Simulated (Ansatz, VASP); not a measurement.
# BiP: VASP beside Ansatz

Aim: how closely do two programs agree when they are given the same cell, functional and k mesh? The cell is generated by rule, not measured, and may not be a known phase. The cell is taken from a series of runs on this material, whose earlier steps may have relaxed, scaled, displaced or heated it; both programs get it as it stands.

Calculated with Ansatz 0.2.0; plane waves, with VASP 6.6.1 beside it; zone-centre phonons at PBEsol.

The structure was built from a prototype and need not be the compound's stable phase.

### Step 1. Set-up

It takes space group P6_3/mmc (No. 194, hexagonal). The conventional cell has a = 3.961 Å, b = 3.961 Å, c = 7.191 Å, α = 90.00°, β = 90.00°, γ = 120.00°. Bi has 6 P at 2.91 Å nearest. P has 6 Bi at 2.91 Å nearest. Farther neighbours are not listed.

Structure file:

```cif
data_structure
_symmetry_space_group_name_H-M 'P 1'
_symmetry_Int_Tables_number 1
_cell_length_a 3.9613
_cell_length_b 3.9613
_cell_length_c 7.1914
_cell_angle_alpha 90.000
_cell_angle_beta 90.000
_cell_angle_gamma 120.000
_cell_volume 97.73
loop_
_atom_site_label
_atom_site_type_symbol
_atom_site_fract_x
_atom_site_fract_y
_atom_site_fract_z
_atom_site_occupancy
Bi1 Bi 0.00000 0.00000 0.00000 1
Bi2 Bi 0.00000 0.00000 0.50000 1
P3 P 0.33333 0.66667 0.25000 1
P4 P 0.66667 0.33333 0.75000 1
```

### Step 2. VASP: zone-centre phonons, PBEsol

Second derivatives magnify differences that forces hide, and they need a tight electronic threshold.

Lines of VASP's logs that name or quote its potential files are left out, and so is its time.

Input file INCAR:

```
SYSTEM = BiP
PREC = Accurate
ENCUT = 500
EDIFF = 1E-08
NELM = 120
ISMEAR = 1
SIGMA = 0.15
LREAL = .FALSE.
ALGO = Normal
GGA = PS
NBANDS = 26
LORBIT = 11
LWAVE = .FALSE.
LCHARG = .FALSE.
ISIF = 2
IBRION = 8
LASPH = .TRUE.
GGA_COMPAT = .FALSE.
KPAR = 2
```

Input file POSCAR:

```
BiP
1.0
    3.9612516370     -0.0000027973      0.0000000000
   -1.9806233960      3.4305459471      0.0000000000
    0.0000000000      0.0000000000      7.1913603434
Bi P
2 2
Direct
    0.0000000000      0.0000000000      0.0000000000
    0.0000000000      0.0000000000      0.5000000000
    0.3333333333      0.6666666667      0.2500000000
    0.6666666667      0.3333333333      0.7500000000
```

Input file KPOINTS:

```
Automatic mesh
0
Gamma
12 12 6
0 0 0
```

PAW data sets: Bi_d and P (PBE family, release 64).

The run is started by

```console
mpirun -np 2 vasp_std
```

Numbers of over 12 decimals in the logs are rounded to 6 here.

Output:

```text
[banner, memory and clock lines left out]
running    2 mpi-ranks, on    1 nodes
 distrk:  each k-point on    1 cores,    2 groups
 distr:  one band on    1 cores,    1 groups

 POSCAR found type information on POSCAR BiP
 POSCAR found :  2 types and       4 ions
|                                                                             |
|               ----> ADVICE to this user running VASP <----                  |
|                                                                             |
|     You enforced a specific xc type in the INCAR file but a different       |
|     [... a line on the potential file left out ...]
|     I HOPE YOU KNOW WHAT YOU ARE DOING!                                     |
|                                                                             |

 LDA part: xc-table for (Slater+PW92), standard interpolation
 POSCAR, INCAR and KPOINTS ok, starting setup
 FFT: planning ... GRIDC
 FFT: planning ... GRID_SOFT
 FFT: planning ... GRID
 WAVECAR not read
 entering main loop
       N       E                     dE             d eps       ncg     rms          rms(c)
DAV:   1     0.376863070740E+03    0.37686E+03   -0.19456E+04  3952   0.165E+03
DAV:   2     0.168968204999E+02   -0.35997E+03   -0.35392E+03  4100   0.435E+02
DAV:   3    -0.185778961018E+02   -0.35475E+02   -0.34688E+02  5032   0.147E+02
DAV:   4    -0.199230653168E+02   -0.13452E+01   -0.13384E+01  4590   0.297E+01
DAV:   5    -0.199841732863E+02   -0.61108E-01   -0.61090E-01  6172   0.621E+00    0.452E+00
DAV:   6    -0.194014312713E+02    0.58274E+00   -0.19171E+00  4940   0.745E+00    0.240E+00
DAV:   7    -0.194118009476E+02   -0.10370E-01   -0.28326E-01  4570   0.208E+00    0.150E+00
DAV:   8    -0.194096871885E+02    0.21138E-02   -0.47945E-02  4848   0.153E+00    0.248E-01
DAV:   9    -0.194065399558E+02    0.31472E-02   -0.13976E-02  4916   0.722E-01    0.108E-01
DAV:  10    -0.194066665448E+02   -0.12659E-03   -0.13263E-03  4902   0.167E-01    0.328E-02
DAV:  11    -0.194066797679E+02   -0.13223E-04   -0.90035E-05  5464   0.700E-02    0.206E-02
DAV:  12    -0.194066768680E+02    0.28999E-05   -0.12106E-05  4984   0.218E-02    0.459E-03
DAV:  13    -0.194066770243E+02   -0.15626E-06   -0.92982E-07  4788   0.543E-03    0.171E-03
DAV:  14    -0.194066770712E+02   -0.46891E-07   -0.36723E-08  4452   0.140E-03    0.490E-04
DAV:  15    -0.194066771076E+02   -0.36369E-07   -0.30972E-08  3114   0.125E-03    0.975E-05
DAV:  16    -0.194066771206E+02   -0.13012E-07   -0.47130E-09  2242   0.484E-04    0.157E-04
DAV:  17    -0.194066771151E+02    0.54797E-08   -0.79652E-10  2218   0.229E-04
   1 F= -.19406677E+02 E0= -.19405790E+02  d E =-.265992E-02
 Linear response reoptimize wavefunctions to high precision
DAV:   1    -0.194066771131E+02    0.19754E-08   -0.28019E-10  2218   0.165E-04
DAV:   2    -0.194066771131E+02   -0.36380E-10   -0.11400E-10  2188   0.931E-05
 Linear response DOF=           4
 Linear response progress:
  Degree of freedom:   1/  4
       N       E                     dE             d eps       ncg     rms          rms(c)
RMM:   1    -0.323122028781E+00   -0.32312E+00    0.22713E-01 16462   0.828E+00
RMM:   2    -0.330396511687E+00   -0.72745E-02   -0.19610E-02 21175   0.994E-01    0.464E-02
RMM:   3    -0.330288334124E+00    0.10818E-03   -0.16335E-03 24112   0.279E-01    0.279E-02
RMM:   4    -0.329854979629E+00    0.43335E-03   -0.12829E-04 23102   0.820E-02    0.466E-03
RMM:   5    -0.329891304013E+00   -0.36324E-04   -0.16656E-05 24561   0.269E-02    0.269E-03
RMM:   6    -0.329911596167E+00   -0.20292E-04   -0.54521E-06 24298   0.112E-02    0.801E-04
RMM:   7    -0.329917277603E+00   -0.56814E-05   -0.24462E-06 25370   0.460E-03    0.373E-04
RMM:   8    -0.329918223563E+00   -0.94596E-06   -0.12830E-06 24744   0.212E-03    0.671E-05
RMM:   9    -0.329917445395E+00    0.77817E-06   -0.60905E-08 24891   0.846E-04    0.328E-05
RMM:  10    -0.329917250801E+00    0.19459E-06    0.37519E-09 25836   0.407E-04    0.645E-06
RMM:  11    -0.329917246607E+00    0.41937E-08    0.41790E-08 25715   0.231E-04    0.367E-06
 first order change of Fermi-energy   0.22731E-04
 force on displaced ion       1 direction 1 :  -1.594   0.000   0.000
 Linear response progress:
  Degree of freedom:   2/  4
       N       E                     dE             d eps       ncg     rms          rms(c)
RMM:   1    -0.354770121297E+00   -0.35477E+00    0.19095E-01  6918   0.802E+00
RMM:   2    -0.360272882917E+00   -0.55028E-02   -0.19791E-02  8905   0.957E-01    0.817E-02
RMM:   3    -0.360022371628E+00    0.25051E-03   -0.17024E-03  9965   0.276E-01    0.485E-02
RMM:   4    -0.359858163339E+00    0.16421E-03   -0.19695E-04  9810   0.802E-02    0.258E-02
RMM:   5    -0.359713162301E+00    0.14500E-03   -0.11225E-04  9603   0.358E-02    0.558E-03
RMM:   6    -0.359728041946E+00   -0.14880E-04   -0.59029E-05 10369   0.140E-02    0.206E-03
RMM:   7    -0.359749321517E+00   -0.21280E-04   -0.31502E-05 10451   0.632E-03    0.525E-04
RMM:   8    -0.359751179782E+00   -0.18583E-05   -0.20329E-05 10486   0.263E-03    0.245E-04
RMM:   9    -0.359752480225E+00   -0.13004E-05   -0.33732E-06 10611   0.102E-03    0.577E-05
RMM:  10    -0.359752061262E+00    0.41896E-06   -0.45897E-06 10229   0.492E-04    0.244E-05
RMM:  11    -0.359751874765E+00    0.18650E-06   -0.11192E-06 10720   0.268E-04    0.767E-06
RMM:  12    -0.359752008765E+00   -0.13400E-06   -0.70104E-07 10642   0.174E-04    0.245E-06
RMM:  13    -0.359751979386E+00    0.29379E-07   -0.14291E-07 10952   0.122E-04    0.160E-06
RMM:  14    -0.359752045490E+00   -0.66104E-07   -0.69920E-07 10067   0.973E-05    0.605E-07
RMM:  15    -0.359751997602E+00    0.47889E-07   -0.26139E-07  9134   0.848E-05    0.378E-07
RMM:  16    -0.359751982830E+00    0.14772E-07   -0.42396E-08  9523   0.795E-05    0.151E-07
RMM:  17    -0.359751979337E+00    0.34928E-08   -0.20568E-08  7978   0.762E-05    0.132E-07
 first order change of Fermi-energy   0.10489E-03
 force on displaced ion       1 direction 3 :  -0.000   0.000  -5.880
 Linear response progress:
  Degree of freedom:   3/  4
       N       E                     dE             d eps       ncg     rms          rms(c)
RMM:   1    -0.489745108412E-01   -0.48975E-01    0.94868E-03 31484   0.103E+00
RMM:   2    -0.461966066165E-01    0.27779E-02   -0.21643E-03 24334   0.267E-01    0.718E-02
RMM:   3    -0.464306392087E-01   -0.23403E-03   -0.31322E-04 28105   0.968E-02    0.305E-02
RMM:   4    -0.466154521243E-01   -0.18481E-03   -0.38106E-05 29063   0.405E-02    0.917E-03
RMM:   5    -0.466589713168E-01   -0.43519E-04    0.11927E-06 30166   0.145E-02    0.460E-03
RMM:   6    -0.466497964933E-01    0.91748E-05    0.46561E-07 30575   0.523E-03    0.189E-03
RMM:   7    -0.466538547175E-01   -0.40582E-05   -0.32964E-06 30434   0.152E-03    0.536E-04
RMM:   8    -0.466529399375E-01    0.91478E-06    0.13754E-06 31806   0.558E-04    0.989E-05
RMM:   9    -0.466527823116E-01    0.15763E-06    0.52494E-07 31476   0.213E-04    0.289E-05
RMM:  10    -0.466527465116E-01    0.35800E-07    0.70313E-08 31892   0.103E-04    0.331E-06
RMM:  11    -0.466527420291E-01    0.44826E-08   -0.16598E-08 31912   0.601E-05    0.210E-06
 first order change of Fermi-energy  -0.49871E-04
 force on displaced ion       3 direction 1 :  -3.423  -0.001   0.000
 Linear response progress:
  Degree of freedom:   4/  4
       N       E                     dE             d eps       ncg     rms          rms(c)
RMM:   1    -0.632881928427E-01   -0.63288E-01    0.11510E-02 14062   0.108E+00
RMM:   2    -0.589006859144E-01    0.43875E-02   -0.39745E-03  8294   0.365E-01    0.852E-02
RMM:   3    -0.589868996492E-01   -0.86214E-04   -0.25412E-04  8541   0.152E-01    0.372E-02
RMM:   4    -0.591262137004E-01   -0.13931E-03   -0.31553E-05  9689   0.558E-02    0.158E-02
RMM:   5    -0.592189726931E-01   -0.92759E-04   -0.60633E-05  9643   0.235E-02    0.504E-03
RMM:   6    -0.592144738968E-01    0.44988E-05   -0.32042E-05  9560   0.893E-03    0.195E-03
RMM:   7    -0.592165434008E-01   -0.20695E-05   -0.17947E-05  9347   0.321E-03    0.608E-04
RMM:   8    -0.592180915694E-01   -0.15482E-05   -0.57099E-06  9646   0.145E-03    0.145E-04
RMM:   9    -0.592176406091E-01    0.45096E-06   -0.19442E-06 10200   0.616E-04    0.594E-05
RMM:  10    -0.592173751736E-01    0.26544E-06   -0.18577E-06 10195   0.281E-04    0.166E-05
RMM:  11    -0.592172593258E-01    0.11585E-06   -0.11717E-06 10438   0.124E-04    0.742E-06
RMM:  12    -0.592172068177E-01    0.52508E-07   -0.39189E-07 10406   0.594E-05    0.187E-06
RMM:  13    -0.592171787376E-01    0.28080E-07   -0.21591E-07 10200   0.424E-05    0.100E-06
RMM:  14    -0.592171653021E-01    0.13435E-07   -0.53760E-08  7467   0.362E-05    0.246E-07
RMM:  15    -0.592171584673E-01    0.68348E-08   -0.79959E-09  6067   0.334E-05    0.192E-07
 first order change of Fermi-energy  -0.39483E-04
 force on displaced ion       3 direction 3 :   0.000  -0.000  -2.541
 Linear response finished
```

Parts of OUTCAR (step 2):

```text
ion  position               nearest neighbor table
   1  0.000  0.000  0.000-   3 2.91   4 2.91   4 2.91   3 2.91   4 2.91   3 2.91   2 3.60   2 3.60

  LATTYP: Found a hexagonal cell.
 ALAT       =     3.9612516370
 C/A-ratio  =     1.8154262850

 Subroutine GETGRP returns: Found 24 space group operations
 (whereof 12 operations were pure point group operations)

The static configuration has the point symmetry D_3d.
 The point group associated with its full space group is D_6h.

 Found     76 irreducible k-points:

   k-points           NKPTS =     76   k-points in BZ     NKDIM =     76   number of bands    NBANDS=     26

   dimension x,y,z NGX =    30 NGY =   30 NGZ =   54
   dimension x,y,z NGXF=    60 NGYF=   60 NGZF=  108

   ENCUT  =  500.0 eV  36.75 Ry    6.06 a.u.   7.22  7.22 13.11*2*pi/ulx,y,z

   NELECT =      40.0000    total number of electrons

 k-points in reciprocal lattice and weights: Automatic mesh
   0.00000000  0.00000000  0.00000000       0.001
   0.08333333  0.00000000  0.00000000       0.007
   0.16666667  0.00000000  0.00000000       0.007
   0.25000000  0.00000000  0.00000000       0.007
   0.33333333  0.00000000  0.00000000       0.007
   0.41666667  0.00000000  0.00000000       0.007
   0.50000000  0.00000000  0.00000000       0.003
   0.08333333  0.08333333  0.00000000       0.007
   0.16666667  0.08333333  0.00000000       0.014
[...]
0.33333333  0.25000000  0.50000000       0.014
   0.33333333  0.33333333  0.50000000       0.002

 average (electrostatic) potential at core
       1-103.5643       2-103.5643       3 -81.0450       4 -81.0450

  Total        0.0394111      0.0394111      0.0643911     -0.0000000     -0.0000000      0.0000000
  in kB        0.6461342      0.6461342      1.0556744     -0.0000000     -0.0000000      0.0000000
  external PRESSURE =       0.7826476 kB  Pullay stress =       0.0000000 kB

  energy-cutoff  :      500.00
  volume of cell :       97.73
      direct lattice vectors                 reciprocal lattice vectors
     3.961251637 -0.000002797  0.000000000     0.252445565  0.145749277  0.000000000
    -1.980623396  3.430545947  0.000000000     0.000000206  0.291498911  0.000000000
     0.000000000  0.000000000  7.191360343     0.000000000  0.000000000  0.139055749

 POSITION                                       TOTAL-FORCE (eV/Angst)
 -----------------------------------------------------------------------------------
      0.00000      0.00000      0.00000        -0.000000      0.000000      0.000000
      0.00000      0.00000      3.59568        -0.000000      0.000000      0.000000
      0.00000      2.28703      1.79784         0.000000     -0.000000      0.000000
      1.98063      1.14351      5.39352        -0.000000      0.000000     -0.000000
 -----------------------------------------------------------------------------------
    total drift:                                0.000000      0.000000      0.000000

 Eigenvectors and eigenvalues of the dynamical matrix
 ----------------------------------------------------

   1 f  =    7.494912 THz    47.091922 2PiTHz  250.003362 cm-1    30.996452 meV
             X         Y         Z           dx          dy          dz
      0.000000  0.000000  0.000000    -0.000000    0.000000   -0.000000
      0.000000  0.000000  3.595680    -0.000000    0.000000   -0.000000
      0.000002  2.287030  1.797840    -0.000000    0.000000    0.707107
      1.980627  1.143513  5.393520     0.000000   -0.000000   -0.707107

   2 f  =    6.227185 THz    39.126560 2PiTHz  207.716545 cm-1    25.753558 meV
             X         Y         Z           dx          dy          dz
      0.000000  0.000000  0.000000     0.000000   -0.000000    0.000000
      0.000000  0.000000  3.595680     0.000000   -0.000000   -0.000000
      0.000002  2.287030  1.797840    -0.312197    0.634455   -0.000000
      1.980627  1.143513  5.393520     0.312197   -0.634455    0.000000

   3 f  =    6.227185 THz    39.126560 2PiTHz  207.716545 cm-1    25.753558 meV
             X         Y         Z           dx          dy          dz
      0.000000  0.000000  0.000000    -0.000000    0.000000   -0.000000
      0.000000  0.000000  3.595680    -0.000000   -0.000000    0.000000
      0.000002  2.287030  1.797840     0.634455    0.312197   -0.000000
      1.980627  1.143513  5.393520    -0.634455   -0.312197    0.000000

   4 f  =    4.180941 THz    26.269625 2PiTHz  139.461168 cm-1    17.290973 meV
             X         Y         Z           dx          dy          dz
      0.000000  0.000000  0.000000    -0.111787    0.227175   -0.000000
      0.000000  0.000000  3.595680    -0.111787    0.227175   -0.000000
      0.000002  2.287030  1.797840     0.291498   -0.592389   -0.000000
      1.980627  1.143513  5.393520     0.291498   -0.592389    0.000000

   5 f  =    4.180941 THz    26.269625 2PiTHz  139.461168 cm-1    17.290973 meV
             X         Y         Z           dx          dy          dz
      0.000000  0.000000  0.000000    -0.227175   -0.111787   -0.000000
      0.000000  0.000000  3.595680    -0.227175   -0.111787    0.000000
      0.000002  2.287030  1.797840     0.592389    0.291498    0.000000
      1.980627  1.143513  5.393520     0.592389    0.291498    0.000000

   6 f  =    4.014439 THz    25.223465 2PiTHz  133.907277 cm-1    16.602379 meV
             X         Y         Z           dx          dy          dz
      0.000000  0.000000  0.000000    -0.000000   -0.000000    0.707107
      0.000000  0.000000  3.595680    -0.000000   -0.000000   -0.707107
      0.000002  2.287030  1.797840     0.000000    0.000000   -0.000000
      1.980627  1.143513  5.393520     0.000000    0.000000   -0.000000

   7 f  =    1.219972 THz     7.665307 2PiTHz   40.693870 cm-1     5.045395 meV
             X         Y         Z           dx          dy          dz
      0.000000  0.000000  0.000000    -0.312204    0.634451   -0.000000
      0.000000  0.000000  3.595680     0.312204   -0.634451    0.000000
      0.000002  2.287030  1.797840    -0.000000   -0.000000    0.000000
      1.980627  1.143513  5.393520     0.000000   -0.000000    0.000000

   8 f  =    1.219972 THz     7.665307 2PiTHz   40.693870 cm-1     5.045395 meV
             X         Y         Z           dx          dy          dz
      0.000000  0.000000  0.000000    -0.634451   -0.312204    0.000000
      0.000000  0.000000  3.595680     0.634451    0.312204   -0.000000
      0.000002  2.287030  1.797840    -0.000000   -0.000000   -0.000000
      1.980627  1.143513  5.393520     0.000000   -0.000000   -0.000000

   9 f  =    0.006038 THz     0.037940 2PiTHz    0.201416 cm-1     0.024972 meV
             X         Y         Z           dx          dy          dz
      0.000000  0.000000  0.000000     0.000000    0.000000    0.660249
      0.000000  0.000000  3.595680     0.000000    0.000000    0.660249
      0.000002  2.287030  1.797840     0.000000    0.000000    0.253122
      1.980627  1.143513  5.393520     0.000000    0.000000    0.253122

  10 f/i=    0.005452 THz     0.034257 2PiTHz    0.181865 cm-1     0.022548 meV
             X         Y         Z           dx          dy          dz
      0.000000  0.000000  0.000000     0.492918   -0.439235   -0.000000
      0.000000  0.000000  3.595680     0.492918   -0.439235   -0.000000
      0.000002  2.287030  1.797840     0.189029   -0.168442   -0.000000
      1.980627  1.143513  5.393520     0.189029   -0.168442   -0.000000

  11 f/i=    0.005452 THz     0.034257 2PiTHz    0.181865 cm-1     0.022548 meV
             X         Y         Z           dx          dy          dz
      0.000000  0.000000  0.000000     0.439235    0.492918   -0.000000
      0.000000  0.000000  3.595680     0.439235    0.492918   -0.000000
      0.000002  2.287030  1.797840     0.168442    0.189029   -0.000000
      1.980627  1.143513  5.393520     0.168442    0.189029   -0.000000

  12 f/i=    4.293922 THz    26.979507 2PiTHz  143.229815 cm-1    17.758226 meV
             X         Y         Z           dx          dy          dz
      0.000000  0.000000  0.000000     0.000000    0.000000   -0.253122
      0.000000  0.000000  3.595680     0.000000    0.000000   -0.253122
      0.000002  2.287030  1.797840     0.000000    0.000000    0.660249
      1.980627  1.143513  5.393520     0.000000    0.000000    0.660249

 ELASTIC MODULI CONTR FROM IONIC RELAXATION (kBar)
 Direction    XX          YY          ZZ          XY          YZ          ZX
 --------------------------------------------------------------------------------
 XX        -129.2056    129.2056      0.0000      0.0000      0.0000     -0.0000
 YY         129.2056   -129.2056     -0.0000      0.0000     -0.0000      0.0000
 ZZ           0.0000     -0.0000     -0.0000     -0.0000      0.0000     -0.0000
 XY           0.0000      0.0000     -0.0000   -129.2056     -0.0000      0.0000
 YZ           0.0000     -0.0000      0.0000     -0.0000     -0.0000      0.0000
 ZX          -0.0000      0.0000     -0.0000      0.0000      0.0000     -0.0000
 --------------------------------------------------------------------------------
```

(Part 1 of 2 ends here.)

[Lines on the potential files, build, host, timing and source positions are cut from VASP's logs without a mark.]

[Logs are printed without paths, hosts, clocks, repeated set-up lines and the standing remarks that a program may print on its own settings, such as how far it seeks lower states.]

[Hosts, paths, dates, database ids (printed as entryN), source tags and the programs' standing remarks are cut or masked in the printed files.]
